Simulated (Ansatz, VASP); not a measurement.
# Cross-check of MoS2 between VASP and Ansatz

Wanted: the spread between two codes on one cell, functional and k mesh. The cell is taken from a series of runs on this material, whose earlier steps may have relaxed, scaled, displaced or heated it; both programs get it as it stands.

Main program and level: Ansatz 0.2.0; plane waves, with VASP 6.6.1 beside it; zone-centre phonons at LDA.

## 1. The structure

It takes space group P6_3/mmc (No. 194, hexagonal). Conventional cell: a = 3.122 Å, b = 3.122 Å, c = 12.076 Å, α = 90.00°, β = 90.00°, γ = 120.00°. Nearest to Mo lie 6 S at 2.38 Å. Nearest to S lie 3 Mo at 2.38 Å. Farther neighbours and most contacts between anions are not listed.

## 2. VASP: zone-centre phonons, LDA

Second derivatives magnify differences that forces hide, and they need a tight electronic threshold.

Lines of VASP's logs that name or quote its potential files are left out, and so is its time.

File INCAR:

```
SYSTEM = MoS2
PREC = Accurate
ENCUT = 500
EDIFF = 1E-08
NELM = 120
ISMEAR = 0
SIGMA = 0.01
LREAL = .FALSE.
ALGO = Normal
GGA = PW92
NBANDS = 32
LASPH = .TRUE.
LORBIT = 11
LWAVE = .FALSE.
LCHARG = .FALSE.
ISIF = 2
IBRION = 8
LEPSILON = .TRUE.
GGA_COMPAT = .FALSE.
EFERMI = MIDGAP
KPAR = 2
```

File POSCAR:

```
MoS2
1.0
    3.1221869519      0.0000000000      0.0000000000
   -1.5610934759      2.7038932157      0.0000000000
    0.0000000000      0.0000000000     12.0759817826
Mo S
2 4
Direct
    0.3333333334      0.6666666668      0.2500000000
    0.6666666668      0.3333333334      0.7500000000
    0.3333333334      0.6666666668      0.6213020515
    0.6666666668      0.3333333334      0.1213020515
    0.3333333334      0.6666666668      0.8786979485
    0.6666666668      0.3333333334      0.3786979485
```

File KPOINTS:

```
Automatic mesh
0
Gamma
12 12 3
0 0 0
```

The projector-augmented-wave data sets are Mo_sv and S (LDA family, release 64).

Run with:

```
$ mpirun -np 2 vasp_std
```

Numbers of over 12 decimals in the logs are rounded to 6 here.

The program printed:

```text
[banner, memory and clock lines left out]
running    2 mpi-ranks, on    1 nodes
 distrk:  each k-point on    1 cores,    2 groups
 distr:  one band on    1 cores,    1 groups

 POSCAR found type information on POSCAR MoS
 POSCAR found :  2 types and       6 ions
|                                                                             |
|               ----> ADVICE to this user running VASP <----                  |
|                                                                             |
|     You enforced a specific xc type in the INCAR file but a different       |
|     [... a line on the potential file left out ...]
|     I HOPE YOU KNOW WHAT YOU ARE DOING!                                     |
|                                                                             |

 LDA part: xc-table for (Slater(with rela. corr.)+PW92), standard interpolation
 POSCAR, INCAR and KPOINTS ok, starting setup
 FFT: planning ... GRIDC
 FFT: planning ... GRID_SOFT
 FFT: planning ... GRID
 WAVECAR not read
 entering main loop
       N       E                     dE             d eps       ncg     rms          rms(c)
DAV:   1     0.461006000361E+03    0.46101E+03   -0.28783E+04  2704   0.151E+03
DAV:   2    -0.235636347324E+02   -0.48457E+03   -0.47260E+03  2896   0.405E+02
DAV:   3    -0.511994283861E+02   -0.27636E+02   -0.27413E+02  3144   0.834E+01
DAV:   4    -0.517770513007E+02   -0.57762E+00   -0.57555E+00  2928   0.120E+01
DAV:   5    -0.517917867444E+02   -0.14735E-01   -0.14731E-01  3112   0.180E+00    0.374E+01
DAV:   6    -0.496392159673E+02    0.21526E+01   -0.17133E+01  2752   0.248E+01    0.125E+01
DAV:   7    -0.492669636938E+02    0.37225E+00   -0.73117E+00  2784   0.156E+01    0.903E+00
DAV:   8    -0.489508674155E+02    0.31610E+00   -0.12519E+00  2928   0.686E+00    0.270E+00
DAV:   9    -0.489581769438E+02   -0.73095E-02   -0.10829E-01  3256   0.157E+00    0.115E+00
DAV:  10    -0.489505369119E+02    0.76400E-02   -0.44958E-02  2960   0.131E+00    0.233E-01
DAV:  11    -0.489504720389E+02    0.64873E-04   -0.21167E-03  3056   0.266E-01    0.123E-01
DAV:  12    -0.489504462417E+02    0.25797E-04   -0.15094E-04  2888   0.609E-02    0.810E-02
DAV:  13    -0.489504264989E+02    0.19743E-04   -0.18098E-04  3168   0.734E-02    0.196E-02
DAV:  14    -0.489504251778E+02    0.13211E-05   -0.18912E-05  3040   0.276E-02    0.109E-02
DAV:  15    -0.489504251316E+02    0.46154E-07   -0.78397E-07  2984   0.507E-03    0.388E-03
DAV:  16    -0.489504249884E+02    0.14319E-06   -0.74113E-07  3096   0.542E-03    0.704E-04
DAV:  17    -0.489504249908E+02   -0.23610E-08   -0.34275E-08  2672   0.118E-03
   1 F= -.48950425E+02 E0= -.48950425E+02  d E =0.000000E+00
 Linear response reoptimize wavefunctions to high precision
DAV:   1    -0.489504249908E+02   -0.37289E-10   -0.10027E-09  1992   0.191E-04
DAV:   2    -0.489504249908E+02    0.81855E-10   -0.91781E-11  1768   0.657E-05
 Linear response G [H, r] |phi>, progress :
  Direction:   1
       N       E                     dE             d eps       ncg     rms
RMM:   1    -0.268124422169E+03   -0.26812E+03   -0.25578E+02  4341   0.294E+02
RMM:   2    -0.246340687383E+03    0.21784E+02   -0.14129E+02  3861   0.512E+01
RMM:   3    -0.248235159500E+03   -0.18945E+01   -0.92014E+00  4361   0.131E+01
RMM:   4    -0.248330660104E+03   -0.95501E-01   -0.77958E-01  4579   0.316E+00
RMM:   5    -0.248338127625E+03   -0.74675E-02   -0.86885E-02  4830   0.998E-01
RMM:   6    -0.248339118082E+03   -0.99046E-03   -0.13197E-02  4872   0.345E-01
RMM:   7    -0.248339010859E+03    0.10722E-03    0.33522E-03  5149   0.781E-02
RMM:   8    -0.248338959925E+03    0.50934E-04   -0.15498E-03  4958   0.241E-02
RMM:   9    -0.248338919020E+03    0.40905E-04    0.49978E-04  5164   0.988E-03
RMM:  10    -0.248338920743E+03   -0.17228E-05    0.12659E-04  5053   0.535E-03
RMM:  11    -0.248338936491E+03   -0.15748E-04   -0.22241E-04  5128   0.395E-03
RMM:  12    -0.248338918814E+03    0.17676E-04    0.11724E-04  4932   0.347E-03
RMM:  13    -0.248338942949E+03   -0.24135E-04   -0.37599E-04  4792   0.329E-03
RMM:  14    -0.248338935812E+03    0.71375E-05    0.13890E-04  4395   0.324E-03
RMM:  15    -0.248338958305E+03   -0.22493E-04   -0.28518E-04  4308   0.322E-03
 Linear response G [H, r] |phi>, progress :
  Direction:   2
       N       E                     dE             d eps       ncg     rms
RMM:   1    -0.274317712072E+03   -0.27432E+03   -0.35930E+02  4396   0.296E+02
RMM:   2    -0.256643517643E+03    0.17674E+02   -0.13854E+02  3940   0.506E+01
RMM:   3    -0.258508380922E+03   -0.18649E+01   -0.94002E+00  4345   0.131E+01
RMM:   4    -0.258628342678E+03   -0.11996E+00   -0.94756E-01  4583   0.326E+00
RMM:   5    -0.258631090071E+03   -0.27474E-02   -0.92190E-02  4891   0.102E+00
RMM:   6    -0.258632263143E+03   -0.11731E-02   -0.10095E-02  4912   0.348E-01
[...]
RMM:  14    -0.186679559316E+01   -0.44667E-06    0.68633E-06  4385   0.530E-04    0.277E-04
RMM:  15    -0.186679890377E+01   -0.33106E-05    0.79633E-07  4001   0.373E-04    0.171E-04
RMM:  16    -0.186679983731E+01   -0.93354E-06    0.18094E-06  4079   0.340E-04    0.302E-05
RMM:  17    -0.186679971546E+01    0.12185E-06   -0.40339E-06  2587   0.266E-04    0.163E-05
RMM:  18    -0.186679965402E+01    0.61436E-07   -0.22378E-06  2159   0.261E-04    0.103E-05
[...]
Born effective charge ion    1 direction 1 :  -1.131   0.000   0.000
 Linear response progress:
  Degree of freedom:   2/  4
       N       E                     dE             d eps       ncg     rms          rms(c)
RMM:   1    -0.103858313587E+01   -0.10386E+01    0.29007E-01  3665   0.223E+01
RMM:   2    -0.856222370948E+00    0.18236E+00   -0.30148E-01  4632   0.296E+00    0.213E-01
RMM:   3    -0.861140741728E+00   -0.49184E-02   -0.24798E-02  5460   0.729E-01    0.132E-01
RMM:   4    -0.860225311361E+00    0.91543E-03   -0.10045E-03  6045   0.154E-01    0.697E-02
RMM:   5    -0.859929977584E+00    0.29533E-03   -0.17856E-04  6747   0.444E-02    0.274E-02
RMM:   6    -0.859902243930E+00    0.27734E-04   -0.12741E-05  6272   0.154E-02    0.335E-03
RMM:   7    -0.859941355802E+00   -0.39112E-04   -0.34551E-07  6254   0.631E-03    0.184E-03
RMM:   8    -0.859958328705E+00   -0.16973E-04   -0.84105E-07  6431   0.313E-03    0.928E-04
RMM:   9    -0.859958059170E+00    0.26953E-06   -0.82900E-07  6572   0.130E-03    0.291E-04
RMM:  10    -0.859957260184E+00    0.79899E-06   -0.35986E-07  6758   0.602E-04    0.153E-04
RMM:  11    -0.859957275462E+00   -0.15279E-07   -0.31777E-07  7065   0.344E-04    0.925E-05
RMM:  12    -0.859957565968E+00   -0.29051E-06   -0.64831E-08  7050   0.263E-04    0.174E-05
RMM:  13    -0.859957459123E+00    0.10685E-06   -0.28621E-07  7398   0.175E-04    0.835E-06
RMM:  14    -0.859957451311E+00    0.78119E-08   -0.65569E-08  6903   0.135E-04    0.650E-06
 first order change of Fermi-energy  -0.12341E-04
 force on displaced ion       1 direction 3 :  -0.000  -0.000 -31.646
 Born effective charge ion    1 direction 3 :   0.000   0.000  -0.802
 Linear response progress:
  Degree of freedom:   3/  4
       N       E                     dE             d eps       ncg     rms          rms(c)
RMM:   1    -0.105358000080E+00   -0.10536E+00   -0.12898E-01 33105   0.151E+00
RMM:   2    -0.904355616998E-01    0.14922E-01   -0.12677E-02 21982   0.479E-01    0.129E-01
RMM:   3    -0.908309789952E-01   -0.39542E-03   -0.66030E-04 24112   0.103E-01    0.710E-02
RMM:   4    -0.911682535578E-01   -0.33727E-03   -0.12960E-04 24302   0.485E-02    0.131E-02
RMM:   5    -0.911647824119E-01    0.34711E-05   -0.12250E-05 25168   0.114E-02    0.592E-03
RMM:   6    -0.911321643691E-01    0.32618E-04   -0.17871E-06 24508   0.504E-03    0.132E-03
RMM:   7    -0.911427676534E-01   -0.10603E-04   -0.60444E-07 24180   0.154E-03    0.626E-04
RMM:   8    -0.911454078536E-01   -0.26402E-05    0.96566E-07 26847   0.547E-04    0.226E-04
RMM:   9    -0.911454575192E-01   -0.49666E-07    0.68293E-07 27350   0.158E-04    0.968E-05
RMM:  10    -0.911453649483E-01    0.92571E-07    0.31265E-07 25676   0.890E-05    0.312E-05
RMM:  11    -0.911454015602E-01   -0.36612E-07    0.11393E-07 26620   0.696E-05    0.502E-06
RMM:  12    -0.911454154686E-01   -0.13908E-07    0.14091E-07 27565   0.519E-05    0.217E-06
RMM:  13    -0.911454202550E-01   -0.47865E-08    0.13124E-07 25177   0.475E-05    0.986E-07
RMM:  14    -0.911454206019E-01   -0.34691E-09    0.14405E-07 19978   0.467E-05    0.415E-07
[...]
RMM:  25    -0.911454207102E-01   -0.73563E-10    0.11441E-07 16809   0.465E-05    0.407E-07
RMM:  26    -0.911454205924E-01    0.11780E-09    0.11780E-07 16786   0.465E-05    0.312E-07
RMM:  27    -0.911454206760E-01   -0.83534E-10    0.11329E-07 16688   0.465E-05    0.408E-07
RMM:  28    -0.911454205912E-01    0.84811E-10    0.12566E-07 16686   0.465E-05    0.321E-07
RMM:  29    -0.911454206172E-01   -0.26050E-10    0.11192E-07 16660   0.465E-05    0.403E-07
RMM:  30    -0.911454207120E-01   -0.94808E-10    0.13274E-07 16662   0.465E-05    0.339E-07
RMM:  31    -0.911454206938E-01    0.18177E-10    0.11249E-07 16590   0.465E-05    0.400E-07
RMM:  32    -0.911454206039E-01    0.89931E-10    0.12125E-07 16531   0.465E-05    0.340E-07
 first order change of Fermi-energy   0.59497E-05
 force on displaced ion       3 direction 1 : -10.274  -0.000  -0.000
 Born effective charge ion    3 direction 1 :   0.566  -0.000  -0.000
 Linear response progress:
  Degree of freedom:   4/  4
       N       E                     dE             d eps       ncg     rms          rms(c)
RMM:   1    -0.172549463799E+00   -0.17255E+00   -0.16315E-01  7959   0.166E+00
RMM:   2    -0.148569854063E+00    0.23980E-01   -0.15333E-02  4905   0.536E-01    0.384E-01
RMM:   3    -0.148652211564E+00   -0.82358E-04   -0.13996E-03  5116   0.149E-01    0.260E-01
RMM:   4    -0.148877713508E+00   -0.22550E-03   -0.46477E-04  5001   0.844E-02    0.360E-02
RMM:   5    -0.148879739116E+00   -0.20256E-05   -0.55382E-05  4940   0.510E-02    0.204E-02
RMM:   6    -0.148893595463E+00   -0.13856E-04   -0.77541E-06  5534   0.141E-02    0.661E-03
RMM:   7    -0.148894330425E+00   -0.73496E-06   -0.53110E-06  5826   0.471E-03    0.246E-03
RMM:   8    -0.148896733915E+00   -0.24035E-05    0.59833E-07  5554   0.140E-03    0.772E-04
RMM:   9    -0.148899022840E+00   -0.22889E-05    0.25740E-07  5443   0.698E-04    0.261E-04
RMM:  10    -0.148899240815E+00   -0.21798E-06    0.26061E-07  5815   0.262E-04    0.842E-05
RMM:  11    -0.148899063374E+00    0.17744E-06    0.25609E-07  5760   0.132E-04    0.556E-05
RMM:  12    -0.148898949596E+00    0.11378E-06    0.78916E-08  6185   0.830E-05    0.214E-05
RMM:  13    -0.148898944780E+00    0.48155E-08    0.17530E-07  6229   0.631E-05    0.865E-06
RMM:  14    -0.148898951274E+00   -0.64936E-08    0.17689E-07  6248   0.564E-05    0.392E-06
RMM:  15    -0.148898960864E+00   -0.95902E-08    0.22760E-07  5878   0.546E-05    0.139E-06
RMM:  16    -0.148898960675E+00    0.18929E-09    0.22694E-07  5170   0.534E-05    0.927E-07
RMM:  17    -0.148898959712E+00    0.96280E-09    0.23240E-07  4428   0.532E-05    0.958E-07
RMM:  18    -0.148898959225E+00    0.48723E-09    0.21233E-07  4258   0.531E-05    0.671E-07
RMM:  19    -0.148898959705E+00   -0.47996E-09    0.23790E-07  4165   0.531E-05    0.939E-07
RMM:  20    -0.148898958954E+00    0.75090E-09    0.20351E-07  4192   0.531E-05    0.764E-07
RMM:  21    -0.148898959468E+00   -0.51434E-09    0.21757E-07  4174   0.531E-05    0.912E-07
RMM:  22    -0.148898960114E+00   -0.64563E-09    0.21645E-07  4201   0.531E-05    0.851E-07
 first order change of Fermi-energy   0.71509E+00
 force on displaced ion       3 direction 3 :   0.000   0.000 -17.953
 Born effective charge ion    3 direction 3 :   0.000  -0.000   0.401
 Born effective charges drift removed
 Linear response finished
```

[end of part 1 of 3]

[Lines on the potential files, build, host, timing and source positions are cut from VASP's logs without a mark.]

[Logs are printed without paths, hosts, clocks, repeated set-up lines and the standing remarks that a program may print on its own settings, such as how far it seeks lower states.]

[Hosts, paths, dates, database ids (printed as entryN), source tags and the programs' standing remarks are cut or masked in the printed files.]
